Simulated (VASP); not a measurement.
# Yb2P2RuPt: phonons from a supercell, part 2 of 3

Wanted: whether Yb2P2RuPt is dynamically stable, and its vibrational spectrum. The cell is invented: it takes the structure of a Materials Project entry for YbPPt (space group 187 there), with some of its atoms replaced by other elements, volume scaled by an estimate. It may not be a known or stable phase.

VASP 6.6.1; PBE, 4f electrons in the core; plane waves and PAW (Pt, Yb_2, Ru, P); invented cell.

Still holding for the runs below: The data set Yb_2 holds the 4f electrons frozen in the core, so no f bands or f moments appear.

So far. Step 2 (Relax the host): The run ended after 10 ionic steps, 0.042 eV below its first step, once forces and stress met EDIFFG = -0.02. The relaxed cell has a = 4.016, c = 8.354 Å (conventional setting).

## (3) Tight relaxation

Force constants are second derivatives, so residual forces and stress must first be far smaller than in an ordinary relaxation. Smearing and mesh differ from the relaxation before, which can move the cell too.

INCAR reads:

```
SYSTEM = Yb2P2RuPt
PREC = Accurate
ENCUT = 350
EDIFF = 1E-08
NELM = 120
ISMEAR = 1
SIGMA = 0.2
LREAL = .FALSE.
ALGO = Fast
GGA = PE
NBANDS = 28
LORBIT = 11
LWAVE = .FALSE.
LCHARG = .FALSE.
KPAR = 4
IBRION = 1
NSW = 30
ISIF = 3
EDIFFG = -0.002
POTIM = 0.4
```

POSCAR reads:

```
Yb2P2RuPt
1.0
    4.0156038699      0.0000000046      0.0000000000
   -2.0078024271      3.4776149511      0.0000000000
    0.0000000000      0.0000000000      8.3539419161
Pt Yb Ru P
1 2 1 2
Direct
    0.3333333300      0.6666666700      0.0000000000
    0.0000000000      0.0000000000      0.2408631466
    0.0000000000      0.0000000000      0.7591368534
    0.3333333300      0.6666666700      0.5000000000
    0.6666666700      0.3333333300      0.5000000000
    0.6666666700      0.3333333300      0.0000000000
```

KPOINTS reads:

```
Automatic mesh
0
Gamma
10 10 4
0 0 0
```

The projector-augmented-wave data sets are Pt, Yb_2, Ru and P (PBE family, release 64).

The run is started by

```bash
$ mpirun -np 4 vasp_std
```

Output:

```text
[... set-up lines as in an earlier step ...]
 entering main loop
       N       E                     dE             d eps       ncg     rms          rms(c)
DAV:   1     0.207159103692E+03    0.20716E+03   -0.15638E+04  2352   0.111E+03
DAV:   2    -0.228903168174E+02   -0.23005E+03   -0.22127E+03  2704   0.293E+02
DAV:   3    -0.357713702741E+02   -0.12881E+02   -0.12467E+02  2920   0.581E+01
DAV:   4    -0.360224013698E+02   -0.25103E+00   -0.25020E+00  2744   0.838E+00
DAV:   5    -0.360276621904E+02   -0.52608E-02   -0.52595E-02  2824   0.128E+00    0.283E+01
RMM:   6    -0.352183088239E+02    0.80935E+00   -0.75012E+00  2352   0.115E+01    0.145E+01
RMM:   7    -0.356144244292E+02   -0.39612E+00   -0.22262E+00  2354   0.665E+00    0.857E+00
RMM:   8    -0.351479143122E+02    0.46651E+00   -0.15886E+00  2411   0.549E+00    0.548E+00
RMM:   9    -0.348623437835E+02    0.28557E+00   -0.34803E-01  2362   0.294E+00    0.788E-01
RMM:  10    -0.348560692760E+02    0.62745E-02   -0.37596E-02  2415   0.803E-01    0.519E-01
RMM:  11    -0.348542598909E+02    0.18094E-02   -0.13791E-02  2366   0.505E-01    0.185E-01
RMM:  12    -0.348541742600E+02    0.85631E-04   -0.33618E-03  2394   0.267E-01    0.123E-01
RMM:  13    -0.348542273003E+02   -0.53040E-04   -0.80579E-04  2401   0.140E-01    0.693E-02
RMM:  14    -0.348541208641E+02    0.10644E-03   -0.21953E-04  2447   0.651E-02    0.243E-02
RMM:  15    -0.348541200359E+02    0.82821E-06   -0.48815E-05  2601   0.327E-02    0.144E-02
RMM:  16    -0.348541199285E+02    0.10736E-06   -0.70598E-06  2551   0.135E-02    0.784E-03
RMM:  17    -0.348541192138E+02    0.71471E-06   -0.25261E-06  2581   0.799E-03    0.377E-03
RMM:  18    -0.348541191839E+02    0.29926E-07   -0.50247E-07  2420   0.296E-03    0.207E-03
RMM:  19    -0.348541191722E+02    0.11710E-07   -0.98101E-08  2109   0.154E-03    0.168E-03
RMM:  20    -0.348541191603E+02    0.11886E-07   -0.64345E-08  2001   0.974E-04    0.361E-04
RMM:  21    -0.348541191490E+02    0.11291E-07   -0.10887E-08  1422   0.571E-04    0.204E-04
RMM:  22    -0.348541191489E+02    0.70941E-10   -0.31089E-09  1407   0.298E-04
   1 F= -.34854119E+02 E0= -.34853447E+02  d E =-.348541E+02
 BRION: g(F)=  0.311E-02 g(S)=  0.192E-02
 bond charge predicted
       N       E                     dE             d eps       ncg     rms          rms(c)
DAV:   1    -0.348602657873E+02   -0.61466E-02   -0.32902E-01  2564   0.316E+00    0.329E-01
RMM:   2    -0.348625711782E+02   -0.23054E-02   -0.12138E-02  2353   0.596E-01    0.511E-01
RMM:   3    -0.348586252554E+02    0.39459E-02   -0.37268E-03  2352   0.365E-01    0.132E-01
RMM:   4    -0.348582399233E+02    0.38533E-03   -0.13443E-03  2352   0.189E-01    0.378E-02
RMM:   5    -0.348582404081E+02   -0.48474E-06   -0.19584E-04  2511   0.784E-02    0.225E-02
RMM:   6    -0.348582383296E+02    0.20785E-05   -0.36800E-05  2483   0.320E-02    0.737E-03
RMM:   7    -0.348582389381E+02   -0.60852E-06   -0.72115E-06  2593   0.133E-02    0.462E-03
RMM:   8    -0.348582391789E+02   -0.24084E-06   -0.12904E-06  2582   0.547E-03    0.183E-03
RMM:   9    -0.348582392597E+02   -0.80755E-07   -0.24253E-07  2272   0.262E-03    0.912E-04
RMM:  10    -0.348582392619E+02   -0.22546E-08   -0.73884E-08  1965   0.129E-03
   2 F= -.34858239E+02 E0= -.34857300E+02  d E =-.412011E-02
[...]
3 F= -.34861305E+02 E0= -.34860118E+02  d E =-.306601E-02
[...]
4 F= -.34863487E+02 E0= -.34861979E+02  d E =-.218148E-02
[...]
5 F= -.34864167E+02 E0= -.34862578E+02  d E =-.680201E-03
[...]
6 F= -.34865243E+02 E0= -.34863426E+02  d E =-.107575E-02
[...]
7 F= -.34865323E+02 E0= -.34863459E+02  d E =-.799488E-04
[...]
8 F= -.34865320E+02 E0= -.34863467E+02  d E =0.240189E-05
 BRION: g(F)=  0.177E-05 g(S)=  0.448E-06 retain N=  2 mean eig= 1.13
 eig:   1.133  1.133
 bond charge predicted
       N       E                     dE             d eps       ncg     rms          rms(c)
DAV:   1    -0.348653302121E+02   -0.99774E-05   -0.53116E-03  2404   0.360E-01    0.316E-02
RMM:   2    -0.348653941944E+02   -0.63982E-04   -0.19269E-04  2355   0.725E-02    0.622E-02
RMM:   3    -0.348653265864E+02    0.67608E-04   -0.68774E-05  2352   0.487E-02    0.102E-02
RMM:   4    -0.348653257879E+02    0.79856E-06   -0.86476E-06  2357   0.178E-02    0.402E-03
RMM:   5    -0.348653258832E+02   -0.95323E-07   -0.25972E-06  2417   0.840E-03    0.156E-03
RMM:   6    -0.348653260122E+02   -0.12904E-06   -0.43843E-07  2464   0.355E-03    0.831E-04
RMM:   7    -0.348653260934E+02   -0.81141E-07   -0.89034E-08  2065   0.144E-03    0.230E-04
RMM:   8    -0.348653260987E+02   -0.53647E-08   -0.14286E-08  1461   0.671E-04
   9 F= -.34865326E+02 E0= -.34863462E+02  d E =-.585601E-05
 BRION: g(F)=  0.430E-08 g(S)=  0.340E-08 retain N=  2 mean eig= 2.09
 eig:   1.250  2.939
 reached required accuracy - stopping structural energy minimisation
```

It took 3.4 min on 4 MPI ranks of Intel Xeon 6975P-C (Granite Rapids), shared host; peak memory 1.1 GiB.

Parts of OUTCAR (step 3):

```text
  LATTYP: Found a hexagonal cell.
 ALAT       =     4.0156038699
 C/A-ratio  =     2.0803700232

The static configuration has the point symmetry D_3h.

 Found     42 irreducible k-points:

   k-points           NKPTS =     42   k-points in BZ     NKDIM =     42   number of bands    NBANDS=     28

   dimension x,y,z NGX =    28 NGY =   28 NGZ =   54
   dimension x,y,z NGXF=    56 NGYF=   56 NGZF=  108

   ENCUT  =  350.0 eV  25.72 Ry    5.07 a.u.   6.13  6.13 12.74*2*pi/ulx,y,z

   NELECT =      44.0000    total number of electrons

 E-fermi :   5.7652

 k-point     1 :       0.0000    0.0000    0.0000
  band No.  band energies     occupation
    ...
     16       2.5740      2.00000
     17       4.0604      2.00000
     18       4.3912      2.00000
     19       4.3912      2.00000
     20       4.5511      2.00000
     21       7.2080     -0.00000
     22       7.7201     -0.00000
     23       7.7201     -0.00000
     24       9.0689     -0.00000
     25       9.1241     -0.00000
    ...

 k-point     2 :       0.1000    0.0000    0.0000
  band No.  band energies     occupation
    ...
     16       2.6124      2.00000
     17       3.8671      2.00000
     18       4.3712      2.00000
     19       4.5724      2.00000
     20       4.6940      2.00000
     21       6.6183     -0.00000
     22       7.4704     -0.00000
     23       7.8495     -0.00000
     24       8.1305     -0.00000
     25       8.4974     -0.00000
    ...

  Total       -0.0003661     -0.0003661     -0.0005102      0.0000000     -0.0000000      0.0000000
  in kB       -0.0050229     -0.0050229     -0.0069996      0.0000000     -0.0000000      0.0000000
  external PRESSURE =      -0.0056818 kB  Pullay stress =       0.0000000 kB

  energy-cutoff  :      350.00
  volume of cell :      116.78
      direct lattice vectors                 reciprocal lattice vectors
     4.004910148  0.000000006  0.000000000     0.249693492  0.144160640  0.000000000
    -2.002455564  3.468353916  0.000000000    -0.000000000  0.288321210 -0.000000000
    -0.000000000  0.000000000  8.407066668    -0.000000000 -0.000000000  0.118947552

 POSITION                                       TOTAL-FORCE (eV/Angst)
 -----------------------------------------------------------------------------------
     -0.00000      2.31224      0.00000         0.000000     -0.000000      0.000000
     -0.00000      0.00000      2.07227        -0.000000      0.000000     -0.000236
     -0.00000      0.00000      6.33480        -0.000000      0.000000      0.000236
     -0.00000      2.31224      4.20353        -0.000000      0.000000      0.000000
      2.00245      1.15612      4.20353        -0.000000      0.000000      0.000000
      2.00245      1.15612      0.00000        -0.000000     -0.000000      0.000000
 -----------------------------------------------------------------------------------
    total drift:                                0.000006     -0.000002     -0.000000

  FREE ENERGIE OF THE ION-ELECTRON SYSTEM (eV)
  ---------------------------------------------------
  free  energy   TOTEN  =       -34.8653260987 eV

  energy  without entropy=      -34.8597349925  energy(sigma->0) =      -34.86346240

 total charge
# of ion       s       p       d       tot
------------------------------------------
    1        0.790   0.655   8.210   9.655
    2        0.307   6.533   0.602   7.443
    3        0.307   6.533   0.602   7.443
    4        0.611   0.539   6.919   8.069
    5        1.021   1.452   0.000   2.474
    6        1.007   1.470   0.000   2.477
--------------------------------------------------
tot          4.044  17.183  16.333  37.559

[... 2 parts as in an earlier step ...]

[... 7 further parts left out ...]
```

Step by step:

```csv
step,energy less that of the first step (eV),largest force (eV/Å),pressure (GPa),volume (Å³)
1,0.0000,0.2006,-0.07,116.66
2,-0.0041,0.1696,0.19,116.54
3,-0.0072,0.1230,-0.17,116.98
4,-0.0094,0.0869,-0.02,116.89
5,-0.0100,0.0687,-0.03,116.89
6,-0.0111,0.0184,0.02,116.79
7,-0.0112,0.0024,-0.01,116.80
8,-0.0112,0.0048,0.00,116.79
9,-0.0112,0.0002,0.00,116.78
```

| conventional cell, symmetrised | before | after | change |
| --- | --- | --- | --- |
| a (Å) | 4.016 | 4.005 | -0.3 % |
| b (Å) | 4.016 | 4.005 | -0.3 % |
| c (Å) | 8.354 | 8.407 | +0.6 % |
| volume (Å³/atom) | 19.44 | 19.46 | +0.1 % |

The atoms that moved most (Å, as changes of fractional coordinates times the final cell):

```csv
atom,dx,dy,dz,length
Yb3,0.000,0.000,-0.047,0.047
Yb2,0.000,0.000,0.047,0.047
```

Final coordinates:

```cif
data_structure
_symmetry_space_group_name_H-M 'P 1'
_symmetry_Int_Tables_number 1
_cell_length_a 4.0049
_cell_length_b 4.0049
_cell_length_c 8.4071
_cell_angle_alpha 90.000
_cell_angle_beta 90.000
_cell_angle_gamma 120.000
_cell_volume 116.78
loop_
_atom_site_label
_atom_site_type_symbol
_atom_site_fract_x
_atom_site_fract_y
_atom_site_fract_z
_atom_site_occupancy
Pt1 Pt 0.33333 0.66667 0.00000 1
Yb2 Yb 0.00000 0.00000 0.24649 1
Yb3 Yb 0.00000 0.00000 0.75351 1
Ru4 Ru 0.33333 0.66667 0.50000 1
P5 P 0.66667 0.33333 0.50000 1
P6 P 0.66667 0.33333 0.00000 1
```

This step gave:

```yaml
electronic_cycles: 101
free_energy_toten: -34.87 eV
energy_at_zero_smearing: -34.86 eV
fermi_energy: 5.765 eV
pressure: -5.68e-4 GPa
```

The run ended after 9 ionic steps, 0.011 eV below its first step, once forces and stress met EDIFFG = -0.002.

## (4) Force constants in the supercell

System of this step: Yb2P2RuPt. The structure is hexagonal, space group P-6m2 (No. 187). The conventional cell has a = 4.005 Å, b = 4.005 Å, c = 8.407 Å, α = 90.00°, β = 90.00°, γ = 120.00°. Pt has 3 P at 2.31 Å and 6 Yb at 3.10 Å nearest. Nearest to Yb lie 3 Pt at 3.10 Å and 6 P at 3.10 to 3.14 Å and 3 Ru at 3.14 Å. Ru has 3 P at 2.31 Å and 6 Yb at 3.14 Å nearest. Nearest to P lie 3 Ru at 2.31 Å and 6 Yb at 3.14 Å. P has 3 Pt at 2.31 Å and 6 Yb at 3.10 Å nearest. it takes the structure of a Materials Project entry for YbPPt (space group 187 there), with some of its atoms replaced by other elements, volume scaled by an estimate. Farther neighbours are not listed.

Each independent atom is moved by 0.015 Å both ways; the forces give the force constants out to half the supercell.

INCAR reads:

```
SYSTEM = Yb2P2RuPt
PREC = Accurate
ENCUT = 350
EDIFF = 1E-07
NELM = 120
ISMEAR = 1
SIGMA = 0.2
LREAL = .FALSE.
ALGO = Fast
GGA = PE
NBANDS = 112
LWAVE = .FALSE.
LCHARG = .FALSE.
KPAR = 4
IBRION = 6
NSW = 1
NFREE = 2
POTIM = 0.015
ISIF = 0
ADDGRID = .TRUE.
```

POSCAR reads:

```
Yb2P2RuPt
1.0
    8.0098202960      0.0000000122      0.0000000000
   -4.0049111270      6.9367078312      0.0000000000
    0.0000000000      0.0000000000      8.4070666679
Pt Yb Ru P
4 8 4 8
Direct
    0.1666666650      0.3333333350      0.0000000000
    0.1666666650      0.8333333350      0.0000000000
    0.6666666650      0.3333333350      0.0000000000
    0.6666666650      0.8333333350      0.0000000000
    0.0000000000      0.0000000000      0.2464914898
    0.0000000000      0.5000000000      0.2464914898
    0.5000000000      0.0000000000      0.2464914898
    0.5000000000      0.5000000000      0.2464914898
    0.0000000000      0.0000000000      0.7535085102
    0.0000000000      0.5000000000      0.7535085102
    0.5000000000      0.0000000000      0.7535085102
    0.5000000000      0.5000000000      0.7535085102
    0.1666666650      0.3333333350      0.5000000000
    0.1666666650      0.8333333350      0.5000000000
    0.6666666650      0.3333333350      0.5000000000
    0.6666666650      0.8333333350      0.5000000000
    0.3333333350      0.1666666650      0.5000000000
    0.3333333350      0.6666666650      0.5000000000
    0.8333333350      0.1666666650      0.5000000000
    0.8333333350      0.6666666650      0.5000000000
    0.3333333350      0.1666666650      0.0000000000
    0.3333333350      0.6666666650      0.0000000000
    0.8333333350      0.1666666650      0.0000000000
    0.8333333350      0.6666666650      0.0000000000
```

KPOINTS reads:

```
Automatic mesh
0
Gamma
5 5 4
0 0 0
```

The run is started by

```bash
$ mpirun -np 4 vasp_std
```

Output:

```text
[banner, memory and clock lines left out]
running    4 mpi-ranks, on    1 nodes
 distrk:  each k-point on    1 cores,    4 groups
 distr:  one band on    1 cores,    1 groups

 POSCAR found type information on POSCAR PtYbRuP
 POSCAR found :  4 types and      24 ions
|                                                                             |
|               ----> ADVICE to this user running VASP <----                  |
|                                                                             |
|     You have a (more or less) 'large supercell' and for larger cells it     |
|     might be more efficient to use real-space projection operators.         |
|     Therefore, try LREAL= Auto in the INCAR file.                           |
|     Mind: For very accurate calculation, you might also keep the            |
|     reciprocal projection scheme (i.e. LREAL=.FALSE.).                      |
|                                                                             |

 LDA part: xc-table for (Slater+PW92), standard interpolation
 POSCAR, INCAR and KPOINTS ok, starting setup
 FFT: planning ... GRIDC
 FFT: planning ... GRID_SOFT
 FFT: planning ... GRID
 WAVECAR not read
 entering main loop
       N       E                     dE             d eps       ncg     rms          rms(c)
DAV:   1     0.999403297989E+03    0.99940E+03   -0.58460E+04  3360   0.111E+03
DAV:   2    -0.490220607091E+02   -0.10484E+04   -0.97783E+03  3576   0.320E+02
DAV:   3    -0.141140750543E+03   -0.92119E+02   -0.86688E+02  4136   0.809E+01
DAV:   4    -0.144361392048E+03   -0.32206E+01   -0.31773E+01  3784   0.145E+01
DAV:   5    -0.144447346984E+03   -0.85955E-01   -0.85783E-01  4312   0.250E+00    0.563E+01
RMM:   6    -0.142032153383E+03    0.24152E+01   -0.33362E+01  3360   0.119E+01    0.301E+01
RMM:   7    -0.144059606329E+03   -0.20275E+01   -0.14850E+01  3360   0.858E+00    0.198E+01
RMM:   8    -0.140465175431E+03    0.35944E+01   -0.78018E+00  3381   0.635E+00    0.103E+01
RMM:   9    -0.139483906405E+03    0.98127E+00   -0.84489E-01  3361   0.251E+00    0.199E+00
RMM:  10    -0.139465450135E+03    0.18456E-01   -0.87662E-02  3449   0.754E-01    0.109E+00
RMM:  11    -0.139461705516E+03    0.37446E-02   -0.38945E-02  3430   0.422E-01    0.353E-01
RMM:  12    -0.139461995158E+03   -0.28964E-03   -0.59482E-03  3665   0.191E-01    0.198E-01
RMM:  13    -0.139462082635E+03   -0.87477E-04   -0.13129E-03  3420   0.967E-02    0.987E-02
RMM:  14    -0.139462070133E+03    0.12502E-04   -0.46001E-04  3578   0.560E-02    0.548E-02
RMM:  15    -0.139462050595E+03    0.19538E-04   -0.12668E-04  3741   0.264E-02    0.297E-02
RMM:  16    -0.139462047208E+03    0.33868E-05   -0.21257E-05  3700   0.126E-02    0.938E-03
RMM:  17    -0.139462046567E+03    0.64158E-06   -0.51920E-06  3456   0.544E-03    0.552E-03
RMM:  18    -0.139462046298E+03    0.26838E-06   -0.12166E-06  3075   0.233E-03    0.234E-03
RMM:  19    -0.139462046281E+03    0.17064E-07   -0.20691E-07  2149   0.104E-03
   1 F= -.13946205E+03 E0= -.13945459E+03  d E =-.223595E-01
 Found    10 degrees of freedom:
 Finite differences POTIM= 0.01500 DOF=  10
 bond charge predicted
       N       E                     dE             d eps       ncg     rms          rms(c)
DAV:   1    -0.139459306527E+03    0.27398E-02   -0.12357E+00  9144   0.197E+00    0.220E-01
RMM:   2    -0.139460476376E+03   -0.11698E-02   -0.13114E-02  8737   0.295E-01    0.958E-02
RMM:   3    -0.139460643229E+03   -0.16685E-03   -0.21120E-03  8802   0.112E-01    0.593E-02
RMM:   4    -0.139460679677E+03   -0.36448E-04   -0.52372E-04  9013   0.512E-02    0.581E-02
RMM:   5    -0.139460631787E+03    0.47891E-04   -0.13175E-04  8760   0.284E-02    0.152E-02
RMM:   6    -0.139460633555E+03   -0.17682E-05   -0.39171E-05  9112   0.147E-02    0.934E-03
RMM:   7    -0.139460633359E+03    0.19547E-06   -0.10744E-05  8378   0.780E-03    0.699E-03
RMM:   8    -0.139460632588E+03    0.77144E-06   -0.26864E-06  7970   0.389E-03    0.238E-03
RMM:   9    -0.139460632608E+03   -0.20131E-07   -0.10913E-06  7743   0.215E-03    0.117E-03
RMM:  10    -0.139460632602E+03    0.57807E-08   -0.20748E-07  5822   0.111E-03
   2 F= -.13946063E+03 E0= -.13945318E+03  d E =-.223657E-01
[... from here on, the cycles between the ionic steps are left out ...]
   3 F= -.13946063E+03 E0= -.13945318E+03  d E =-.223659E-01
   4 F= -.13946174E+03 E0= -.13945430E+03  d E =-.223447E-01
   5 F= -.13946174E+03 E0= -.13945430E+03  d E =-.223445E-01
   6 F= -.13946167E+03 E0= -.13945422E+03  d E =-.223598E-01
   7 F= -.13946167E+03 E0= -.13945422E+03  d E =-.223605E-01
   8 F= -.13946155E+03 E0= -.13945398E+03  d E =-.226924E-01
   9 F= -.13946155E+03 E0= -.13945422E+03  d E =-.219965E-01
  10 F= -.13946104E+03 E0= -.13945359E+03  d E =-.223325E-01
  11 F= -.13946104E+03 E0= -.13945359E+03  d E =-.223324E-01
  12 F= -.13946155E+03 E0= -.13945410E+03  d E =-.223523E-01
  13 F= -.13946155E+03 E0= -.13945410E+03  d E =-.223519E-01
  14 F= -.13946092E+03 E0= -.13945348E+03  d E =-.223184E-01
  15 F= -.13946092E+03 E0= -.13945348E+03  d E =-.223188E-01
  16 F= -.13946179E+03 E0= -.13945434E+03  d E =-.223533E-01
  17 F= -.13946179E+03 E0= -.13945434E+03  d E =-.223534E-01
  18 F= -.13946043E+03 E0= -.13945296E+03  d E =-.224088E-01
  19 F= -.13946043E+03 E0= -.13945296E+03  d E =-.224087E-01
  20 F= -.13946187E+03 E0= -.13945442E+03  d E =-.223507E-01
 Finite differences progress:
  Degree of freedom:  10/ 10
  Displacement:        1/  2
  Total:              19/ 20
 bond charge predicted
       N       E                     dE             d eps       ncg     rms          rms(c)
DAV:   1    -0.139461146326E+03    0.72154E-03   -0.44318E-01  3816   0.112E+00    0.236E-01
RMM:   2    -0.139461823841E+03   -0.67752E-03   -0.10644E-02  3808   0.230E-01    0.112E-01
RMM:   3    -0.139461853336E+03   -0.29495E-04   -0.13181E-03  3820   0.864E-02    0.726E-02
RMM:   4    -0.139461902085E+03   -0.48749E-04   -0.30916E-04  3931   0.413E-02    0.561E-02
RMM:   5    -0.139461866136E+03    0.35949E-04   -0.84176E-05  3851   0.238E-02    0.219E-02
RMM:   6    -0.139461867584E+03   -0.14481E-05   -0.20772E-05  4290   0.102E-02    0.506E-03
RMM:   7    -0.139461867873E+03   -0.28881E-06   -0.35103E-06  3911   0.421E-03    0.259E-03
RMM:   8    -0.139461867935E+03   -0.61596E-07   -0.69981E-07  3119   0.194E-03
  21 F= -.13946187E+03 E0= -.13945442E+03  d E =-.223507E-01
 Finite differences progress:
  Degree of freedom:  10/ 10
  Displacement:        2/  2
  Total:              20/ 20
```

Wall time 1.6 h (4 MPI ranks); peak memory 7.8 GiB; 6.5 h of CPU time.

[end of part 2 of 3]

[Lines on the potential files, build, host, timing and source positions are cut from VASP's logs without a mark.]

[Logs are printed without paths, hosts, clocks, repeated set-up lines and the standing remarks that a program may print on its own settings, such as how far it seeks lower states.]

[Hosts, paths, dates, database ids (printed as entryN), source tags and the programs' standing remarks are cut or masked in the printed files.]

[Runs that stopped without an error message from VASP are left out.]
